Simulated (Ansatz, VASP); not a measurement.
# ZnSe (Stilleite) in two plane-wave programs

Aim: how closely do two programs agree when they are given the same cell, functional and k mesh? The cell is taken from a series of runs on this material, whose earlier steps may have relaxed, scaled, displaced or heated it; both programs get it as it stands.

Method: plane waves, with VASP 6.6.1 beside it; zone-centre phonons at LDA, in Ansatz 0.2.0.

### 1. Set-up

It takes space group F-43m (No. 216, cubic). Conventional cell: a = 5.677 Å, b = 5.677 Å, c = 5.677 Å, α = 90.00°, β = 90.00°, γ = 90.00°. Zn has 4 Se at 2.46 Å nearest. Nearest to Se lie 4 Zn at 2.46 Å. Farther neighbours and most contacts between anions are not listed.

### 2. VASP: zone-centre phonons, LDA

Second derivatives magnify differences that forces hide, and they need a tight electronic threshold.

Lines of VASP's logs that name or quote its potential files are left out, and so is its time.

Contents of INCAR:

```
SYSTEM = ZnSe
PREC = Accurate
ENCUT = 500
EDIFF = 1E-08
NELM = 120
ISMEAR = 0
SIGMA = 0.01
LREAL = .FALSE.
ALGO = Normal
GGA = CA
NBANDS = 15
LORBIT = 11
LWAVE = .FALSE.
LCHARG = .FALSE.
ISIF = 2
IBRION = 8
LEPSILON = .TRUE.
LASPH = .TRUE.
GGA_COMPAT = .FALSE.
EFERMI = MIDGAP
KPAR = 2
```

Contents of POSCAR:

```
ZnSe
1.0
    0.0000000000      2.8382711592      2.8382711592
    2.8382711592      0.0000000000      2.8382711592
    2.8382711592      2.8382711592      0.0000000000
Zn Se
1 1
Direct
    0.0000000000      0.0000000000      0.0000000000
    0.7500000000      0.7500000000      0.7500000000
```

Contents of KPOINTS:

```
Automatic mesh
0
Gamma
12 12 12
0 0 0
```

Potentials, in the order of the species: Zn and Se (LDA family, release 64).

Started as:

```
$ mpirun -np 2 vasp_std
```

Numbers of over 12 decimals in the logs are rounded to 6 here.

Output:

```text
[banner, memory and clock lines left out]
running    2 mpi-ranks, on    1 nodes
 distrk:  each k-point on    1 cores,    2 groups
 distr:  one band on    1 cores,    1 groups

 POSCAR found type information on POSCAR ZnSe
 POSCAR found :  2 types and       2 ions
 LDA part: xc-table for (Slater(with rela. corr.)+CA(PZ))
 , standard interpolation
 POSCAR, INCAR and KPOINTS ok, starting setup
 FFT: planning ... GRIDC
 FFT: planning ... GRID_SOFT
 FFT: planning ... GRID
 WAVECAR not read
 entering main loop
       N       E                     dE             d eps       ncg     rms          rms(c)
DAV:   1     0.852072432192E+02    0.85207E+02   -0.87930E+03  2160   0.134E+03
DAV:   2    -0.210800321180E+01   -0.87315E+02   -0.82202E+02  2377   0.253E+02
DAV:   3    -0.760433346816E+01   -0.54963E+01   -0.54739E+01  2587   0.633E+01
DAV:   4    -0.765291905342E+01   -0.48586E-01   -0.48579E-01  2510   0.648E+00
DAV:   5    -0.765317777102E+01   -0.25872E-03   -0.25871E-03  2846   0.424E-01    0.473E+00
DAV:   6    -0.737609802157E+01    0.27708E+00   -0.58716E-01  3110   0.260E+01    0.362E+00
DAV:   7    -0.735178750348E+01    0.24311E-01   -0.15017E-01  2538   0.388E+00    0.151E+00
DAV:   8    -0.734753090448E+01    0.42566E-02   -0.32552E-03  3130   0.720E-01    0.400E-01
DAV:   9    -0.734699980498E+01    0.53110E-03   -0.89362E-04  2580   0.247E-01    0.595E-02
DAV:  10    -0.734701558668E+01   -0.15782E-04   -0.85634E-05  2567   0.907E-02    0.155E-02
DAV:  11    -0.734701205317E+01    0.35335E-05   -0.93393E-06  3308   0.517E-02    0.367E-03
DAV:  12    -0.734701214321E+01   -0.90038E-07   -0.17067E-06  2566   0.925E-03    0.143E-03
DAV:  13    -0.734701215243E+01   -0.92200E-08   -0.52969E-08  2622   0.273E-03
   1 F= -.73470122E+01 E0= -.73470122E+01  d E =0.000000E+00
 Linear response reoptimize wavefunctions to high precision
DAV:   1    -0.734701215267E+01   -0.24124E-09   -0.41410E-09  2727   0.513E-04
DAV:   2    -0.734701215265E+01    0.20464E-10   -0.47507E-11  1423   0.520E-05
 Linear response G [H, r] |phi>, progress :
  Direction:   1
       N       E                     dE             d eps       ncg     rms
RMM:   1    -0.525070218371E+02   -0.52507E+02    0.16469E+02  3567   0.675E+01
RMM:   2    -0.546450703980E+02   -0.21380E+01   -0.94971E+00  3686   0.225E+01
RMM:   3    -0.547917917199E+02   -0.14672E+00   -0.35337E-01  3856   0.473E+00
RMM:   4    -0.548028264512E+02   -0.11035E-01   -0.13529E-02  4054   0.942E-01
RMM:   5    -0.548039895072E+02   -0.11631E-02   -0.10995E-03  4117   0.244E-01
RMM:   6    -0.548039815617E+02    0.79455E-05    0.12353E-03  4200   0.677E-02
RMM:   7    -0.548041014935E+02   -0.11993E-03    0.25395E-04  4178   0.217E-02
RMM:   8    -0.548041128137E+02   -0.11320E-04    0.17237E-04  3684   0.766E-03
RMM:   9    -0.548041255992E+02   -0.12785E-04   -0.76107E-04  3310   0.304E-03
RMM:  10    -0.548041277362E+02   -0.21371E-05   -0.83635E-04  3111   0.156E-03
RMM:  11    -0.548041292638E+02   -0.15276E-05   -0.87757E-04  2762   0.994E-04
RMM:  12    -0.548041297148E+02   -0.45096E-06   -0.89153E-04  2497   0.830E-04
RMM:  13    -0.548041295726E+02    0.14221E-06   -0.97780E-04  2278   0.730E-04
RMM:  14    -0.548041297241E+02   -0.15151E-06   -0.85947E-04  2133   0.733E-04
RMM:  15    -0.548041300481E+02   -0.32401E-06   -0.97605E-04  1970   0.711E-04
RMM:  16    -0.548041298774E+02    0.17071E-06   -0.91414E-04  1858   0.723E-04
 Linear response G [H, r] |phi>, progress :
  Direction:   2
       N       E                     dE             d eps       ncg     rms
RMM:   1    -0.539315130376E+02   -0.53932E+02    0.13206E+02  3541   0.658E+01
RMM:   2    -0.569717634340E+02   -0.30403E+01   -0.84842E+00  3650   0.210E+01
RMM:   3    -0.570772379201E+02   -0.10547E+00   -0.28636E-01  3845   0.423E+00
RMM:   4    -0.570845930874E+02   -0.73552E-02   -0.97706E-03  4060   0.856E-01
RMM:   5    -0.570857293947E+02   -0.11363E-02   -0.10552E-03  4075   0.222E-01
RMM:   6    -0.570857015937E+02    0.27801E-04    0.12293E-03  4184   0.630E-02
RMM:   7    -0.570858204976E+02   -0.11890E-03    0.23177E-04  4152   0.205E-02
RMM:   8    -0.570858323336E+02   -0.11836E-04    0.14451E-04  3649   0.732E-03
RMM:   9    -0.570858450899E+02   -0.12756E-04    0.16943E-04  3275   0.296E-03
RMM:  10    -0.570858471187E+02   -0.20289E-05    0.12693E-04  3028   0.154E-03
RMM:  11    -0.570858489190E+02   -0.18003E-05    0.12061E-04  2705   0.101E-03
RMM:  12    -0.570858489220E+02   -0.30310E-08    0.13440E-04  2434   0.829E-04
RMM:  13    -0.570858491602E+02   -0.23813E-06    0.11015E-04  2245   0.759E-04
RMM:  14    -0.570858485131E+02    0.64703E-06    0.13644E-04  2118   0.740E-04
RMM:  15    -0.570858488192E+02   -0.30608E-06    0.11328E-04  1973   0.728E-04
RMM:  16    -0.570858488719E+02   -0.52698E-07    0.13307E-04  1839   0.718E-04
 Linear response G [H, r] |phi>, progress :
  Direction:   3
       N       E                     dE             d eps       ncg     rms
[...]
RMM:  16    -0.441849903625E+02   -0.10580E-06    0.43614E-05  1739   0.406E-04
 Linear response to external field (no local field effect), progress :
  Direction:   1
       N       E                     dE             d eps       ncg     rms          rms(c)
RMM:   1    -0.962304624255E+00   -0.96230E+00   -0.41357E+00  3161   0.377E+00
[...]
RMM:   1    -0.835533684163E+00   -0.83553E+00   -0.35530E+00 12025   0.359E+00
RMM:   2    -0.927878716944E+00   -0.92345E-01   -0.15815E-02 14704   0.703E-01    0.144E+00
RMM:   3    -0.886098638169E+00    0.41780E-01   -0.26055E-02 14299   0.866E-01    0.771E-01
RMM:   4    -0.901367087930E+00   -0.15268E-01   -0.29913E-02 14771   0.895E-01    0.144E-01
RMM:   5    -0.909764108077E+00   -0.83970E-02   -0.12295E-03 14848   0.191E-01    0.302E-02
RMM:   6    -0.910657977226E+00   -0.89387E-03   -0.47008E-05 14184   0.449E-02    0.151E-02
RMM:   7    -0.910920300510E+00   -0.26232E-03    0.15761E-06 14956   0.130E-02    0.138E-03
RMM:   8    -0.910935507173E+00   -0.15207E-04   -0.14644E-06 14409   0.268E-03    0.953E-04
RMM:   9    -0.910934739339E+00    0.76783E-06   -0.21611E-07 15486   0.923E-04    0.823E-05
RMM:  10    -0.910937063667E+00   -0.23243E-05   -0.68720E-08 12114   0.237E-04    0.325E-05
RMM:  11    -0.910937549091E+00   -0.48542E-06    0.50489E-08 10540   0.113E-04    0.916E-06
 change of polarisation eV/A/(eV/A) component  1 :     1.723     0.386     0.213
 dielectric tensor                  component  1 :     7.819     1.528     0.845
 Linear response to external field, progress :
  Direction:   2
       N       E                     dE             d eps       ncg     rms          rms(c)
RMM:   1    -0.835283536518E+00   -0.83528E+00   -0.35505E+00 12022   0.360E+00
RMM:   2    -0.927910777657E+00   -0.92627E-01   -0.16004E-02 14706   0.703E-01    0.144E+00
RMM:   3    -0.886101008334E+00    0.41810E-01   -0.26045E-02 14296   0.866E-01    0.771E-01
RMM:   4    -0.901377942376E+00   -0.15277E-01   -0.29869E-02 14767   0.896E-01    0.144E-01
RMM:   5    -0.909777388742E+00   -0.83994E-02   -0.12105E-03 14846   0.191E-01    0.301E-02
RMM:   6    -0.910673640943E+00   -0.89625E-03   -0.39141E-05 14172   0.450E-02    0.151E-02
RMM:   7    -0.910935685883E+00   -0.26204E-03    0.32297E-06 14959   0.131E-02    0.139E-03
RMM:   8    -0.910951091269E+00   -0.15405E-04   -0.62175E-08 14411   0.270E-03    0.954E-04
RMM:   9    -0.910950414550E+00    0.67672E-06    0.89573E-08 15466   0.927E-04    0.838E-05
RMM:  10    -0.910952794712E+00   -0.23802E-05    0.53742E-08 12177   0.239E-04    0.325E-05
RMM:  11    -0.910953275796E+00   -0.48108E-06    0.10404E-07 10852   0.115E-04    0.925E-06
 change of polarisation eV/A/(eV/A) component  2 :     0.339     1.723     0.185
 dielectric tensor                  component  2 :     1.341     7.819     0.732
 Linear response to external field, progress :
  Direction:   3
       N       E                     dE             d eps       ncg     rms          rms(c)
RMM:   1    -0.835280479201E+00   -0.83528E+00   -0.35505E+00 12026   0.360E+00
RMM:   2    -0.927916365554E+00   -0.92636E-01   -0.16005E-02 14703   0.703E-01    0.144E+00
RMM:   3    -0.886101044891E+00    0.41815E-01   -0.26024E-02 14298   0.866E-01    0.771E-01
RMM:   4    -0.901368637787E+00   -0.15268E-01   -0.29828E-02 14768   0.895E-01    0.144E-01
RMM:   5    -0.909764729362E+00   -0.83961E-02   -0.12091E-03 14847   0.191E-01    0.302E-02
RMM:   6    -0.910660989681E+00   -0.89626E-03   -0.37806E-05 14176   0.450E-02    0.151E-02
RMM:   7    -0.910923207022E+00   -0.26222E-03    0.32813E-06 14953   0.130E-02    0.138E-03
RMM:   8    -0.910938720725E+00   -0.15514E-04   -0.95753E-08 14420   0.270E-03    0.953E-04
RMM:   9    -0.910938051128E+00    0.66960E-06    0.79745E-08 15478   0.929E-04    0.830E-05
RMM:  10    -0.910940416751E+00   -0.23656E-05    0.51178E-08 12111   0.239E-04    0.325E-05
RMM:  11    -0.910940883819E+00   -0.46707E-06    0.11858E-07 10796   0.114E-04    0.915E-06
 change of polarisation eV/A/(eV/A) component  3 :     0.278     0.322     1.723
 dielectric tensor                  component  3 :     1.099     1.272     7.819
 Linear response DOF=           2
 Linear response progress:
  Degree of freedom:   1/  2
       N       E                     dE             d eps       ncg     rms          rms(c)
RMM:   1    -0.212944520015E+00   -0.21294E+00   -0.14754E-02 11733   0.201E+00
RMM:   2    -0.211348567356E+00    0.15960E-02   -0.23067E-03 13369   0.354E-01    0.822E-02
RMM:   3    -0.211077663426E+00    0.27090E-03   -0.36801E-05 15027   0.441E-02    0.494E-02
RMM:   4    -0.210737623604E+00    0.34004E-03   -0.16382E-05 15500   0.269E-02    0.254E-03
RMM:   5    -0.210754157172E+00   -0.16534E-04   -0.13286E-06 16070   0.523E-03    0.589E-04
RMM:   6    -0.210750970642E+00    0.31865E-05    0.18325E-07 16398   0.999E-04    0.348E-04
RMM:   7    -0.210750836120E+00    0.13452E-06   -0.53138E-08 15949   0.312E-04    0.317E-05
RMM:   8    -0.210750534627E+00    0.30149E-06    0.30532E-08 16269   0.108E-04    0.133E-05
RMM:   9    -0.210750540530E+00   -0.59032E-08   -0.60196E-09 16699   0.462E-05    0.370E-06
 first order change of Fermi-energy   0.23831E+00
 force on displaced ion       1 direction 1 :  -5.295   0.000   0.000
 Born effective charge ion    1 direction 1 :   2.059   0.000   0.000
 Linear response progress:
  Degree of freedom:   2/  2
       N       E                     dE             d eps       ncg     rms          rms(c)
RMM:   1    -0.827334800647E-01   -0.82733E-01    0.10370E-01 20270   0.169E+00
RMM:   2    -0.822295186363E-01    0.50396E-03   -0.30246E-03 13196   0.469E-01    0.113E-01
RMM:   3    -0.823689858251E-01   -0.13947E-03   -0.15205E-04 14726   0.967E-02    0.616E-02
RMM:   4    -0.826349451730E-01   -0.26596E-03   -0.47221E-05 14939   0.437E-02    0.762E-03
RMM:   5    -0.826394200743E-01   -0.44749E-05   -0.28714E-06 15037   0.821E-03    0.366E-03
RMM:   6    -0.826310432875E-01    0.83768E-05   -0.41327E-07 14965   0.214E-03    0.143E-03
RMM:   7    -0.826276507072E-01    0.33926E-05    0.34410E-09 15049   0.824E-04    0.280E-04
RMM:   8    -0.826294987759E-01   -0.18481E-05   -0.82919E-09 15616   0.274E-04    0.380E-05
RMM:   9    -0.826296164812E-01   -0.11771E-06    0.15690E-09 15361   0.882E-05    0.113E-05
RMM:  10    -0.826295097057E-01    0.10678E-06    0.81445E-09 15630   0.257E-05    0.475E-06
RMM:  11    -0.826295292072E-01   -0.19501E-07    0.75146E-09 13970   0.122E-05    0.179E-06
RMM:  12    -0.826295340355E-01   -0.48282E-08    0.65619E-09  9075   0.795E-06    0.190E-07
 first order change of Fermi-energy  -0.23810E+00
 force on displaced ion       2 direction 1 :  -5.203   0.000   0.000
 Born effective charge ion    2 direction 1 :  -2.066   0.000   0.000
 Born effective charges drift removed
 Linear response finished
```

From OUTCAR (step 2):

```text
ion  position               nearest neighbor table
   1  0.000  0.000  0.000-   2 2.46   2 2.46   2 2.46   2 2.46
   2  0.750  0.750  0.750-   1 2.46   1 2.46   1 2.46   1 2.46

  LATTYP: Found a face centered cubic cell.
 ALAT       =     5.6765423184

 Subroutine GETGRP returns: Found 24 space group operations
 (whereof 24 operations were pure point group operations)

The static configuration has the point symmetry T_d .

 Found     72 irreducible k-points:

   k-points           NKPTS =     72   k-points in BZ     NKDIM =     72   number of bands    NBANDS=     15

   dimension x,y,z NGX =    30 NGY =   30 NGZ =   30
   dimension x,y,z NGXF=    60 NGYF=   60 NGZF=   60

   ENCUT  =  500.0 eV  36.75 Ry    6.06 a.u.   7.32  7.32  7.32*2*pi/ulx,y,z

   NELECT =      18.0000    total number of electrons

 k-points in reciprocal lattice and weights: Automatic mesh
   0.00000000  0.00000000  0.00000000       0.001
   0.08333333  0.00000000  0.00000000       0.005
   0.16666667  0.00000000  0.00000000       0.005
   0.25000000  0.00000000  0.00000000       0.005
   0.33333333  0.00000000  0.00000000       0.005
   0.41666667  0.00000000  0.00000000       0.005
   0.50000000  0.00000000  0.00000000       0.002
   0.08333333  0.08333333  0.00000000       0.003
   0.16666667  0.08333333  0.00000000       0.014
[...]
-0.33333333  0.50000000  0.16666667       0.007
  -0.25000000  0.50000000  0.25000000       0.003

 average (electrostatic) potential at core
       1 -38.2306       2 -62.2159

  Total       -0.9605317     -0.9605317     -0.9605317      0.0000000      0.0000000      0.0000000
  in kB      -33.6535302    -33.6535302    -33.6535302      0.0000000      0.0000000      0.0000000
  external PRESSURE =     -33.6535302 kB  Pullay stress =       0.0000000 kB

  energy-cutoff  :      500.00
  volume of cell :       45.73
      direct lattice vectors                 reciprocal lattice vectors
     0.000000000  2.838271159  2.838271159    -0.176163577  0.176163577  0.176163577
     2.838271159  0.000000000  2.838271159     0.176163577 -0.176163577  0.176163577
     2.838271159  2.838271159  0.000000000     0.176163577  0.176163577 -0.176163577

 POSITION                                       TOTAL-FORCE (eV/Angst)
 -----------------------------------------------------------------------------------
      0.00000      0.00000      0.00000         0.000000      0.000000      0.000000
      4.25741      4.25741      4.25741        -0.000000     -0.000000     -0.000000
 -----------------------------------------------------------------------------------
    total drift:                                0.000001      0.000001      0.000001

 MACROSCOPIC STATIC DIELECTRIC TENSOR (including local field effects in DFT)
 ------------------------------------------------------
           7.818557    -0.000000     0.000000
           0.000000     7.818557    -0.000000
          -0.000000     0.000000     7.818557
 ------------------------------------------------------

 PIEZOELECTRIC TENSOR (including local field effects)  for field in x, y, z        (C/m^2)
          XX          YY          ZZ          XY          YZ          ZX
  --------------------------------------------------------------------------------
  x    -0.00000     0.00000     0.00000     0.00000     0.71253     0.00000
  y     0.00000     0.00000     0.00000     0.00000     0.00000     0.71253
  z     0.00000     0.00000     0.00000     0.71253     0.00000     0.00000

 BORN EFFECTIVE CHARGES (including local field effects) (in |e|, cummulative output)
 ---------------------------------------------------------------------------------
 ion    1
    1     2.06361     0.00000     0.00000
    2     0.00000     2.06361    -0.00000
    3     0.00000     0.00000     2.06361
 ion    2
    1    -2.06361     0.00000     0.00000
    2     0.00000    -2.06361     0.00000
    3    -0.00000     0.00000    -2.06361

 Eigenvectors and eigenvalues of the dynamical matrix
 ----------------------------------------------------

   1 f  =    5.991309 THz    37.644502 2PiTHz  199.848540 cm-1    24.778050 meV
             X         Y         Z           dx          dy          dz
      0.000000  0.000000  0.000000     0.742530    0.000000    0.000000
      4.257407  4.257407  4.257407    -0.669812    0.000000    0.000000

   2 f  =    5.991309 THz    37.644502 2PiTHz  199.848540 cm-1    24.778050 meV
             X         Y         Z           dx          dy          dz
      0.000000  0.000000  0.000000     0.000000   -0.742530    0.000000
      4.257407  4.257407  4.257407    -0.000000    0.669812    0.000000

   3 f  =    5.991309 THz    37.644502 2PiTHz  199.848540 cm-1    24.778050 meV
             X         Y         Z           dx          dy          dz
      0.000000  0.000000  0.000000     0.000000   -0.000000   -0.742530
      4.257407  4.257407  4.257407    -0.000000   -0.000000    0.669812

   4 f/i=    0.026175 THz     0.164461 2PiTHz    0.873098 cm-1     0.108250 meV
             X         Y         Z           dx          dy          dz
      0.000000  0.000000  0.000000    -0.217119    0.220133    0.594180
      4.257407  4.257407  4.257407    -0.240691    0.244032    0.658687

   5 f/i=    0.026175 THz     0.164461 2PiTHz    0.873098 cm-1     0.108250 meV
             X         Y         Z           dx          dy          dz
      0.000000  0.000000  0.000000    -0.053076    0.619567   -0.248933
      4.257407  4.257407  4.257407    -0.058838    0.686831   -0.275958

   6 f/i=    0.026175 THz     0.164461 2PiTHz    0.873098 cm-1     0.108250 meV
             X         Y         Z           dx          dy          dz
      0.000000  0.000000  0.000000    -0.631420   -0.127774   -0.183389
      4.257407  4.257407  4.257407    -0.699970   -0.141646   -0.203299

 MACROSCOPIC STATIC DIELECTRIC TENSOR IONIC CONTRIBUTION
 ------------------------------------------------------
           3.210239     0.000000     0.000000
           0.000000     3.210239    -0.000000
           0.000000    -0.000000     3.210239
 ------------------------------------------------------

 ELASTIC MODULI CONTR FROM IONIC RELAXATION (kBar)
 Direction    XX          YY          ZZ          XY          YZ          ZX
 --------------------------------------------------------------------------------
 XX          -0.0000     -0.0000      0.0000     -0.0000      0.0000     -0.0000
 YY          -0.0000     -0.0000     -0.0000     -0.0000     -0.0000      0.0000
 ZZ           0.0000     -0.0000     -0.0000      0.0000     -0.0000     -0.0000
 XY          -0.0000     -0.0000      0.0000   -118.5230      0.0000      0.0000
 YZ           0.0000     -0.0000     -0.0000      0.0000   -118.5230      0.0000
 ZX          -0.0000      0.0000     -0.0000      0.0000      0.0000   -118.5230
 --------------------------------------------------------------------------------

 PIEZOELECTRIC TENSOR IONIC CONTR  for field in x, y, z        (C/m^2)
          XX          YY          ZZ          XY          YZ          ZX
  --------------------------------------------------------------------------------
  x     0.00000    -0.00000    -0.00000     0.00000    -0.58042     0.00000
  y    -0.00000     0.00000    -0.00000     0.00000     0.00000    -0.58042
  z    -0.00000    -0.00000     0.00000    -0.58042    -0.00000     0.00000
```

[end of part 1 of 2]

[Lines on the potential files, build, host, timing and source positions are cut from VASP's logs without a mark.]

[Logs are printed without paths, hosts, clocks, repeated set-up lines and the standing remarks that a program may print on its own settings, such as how far it seeks lower states.]

[Hosts, paths, dates, database ids (printed as entryN), source tags and the programs' standing remarks are cut or masked in the printed files.]
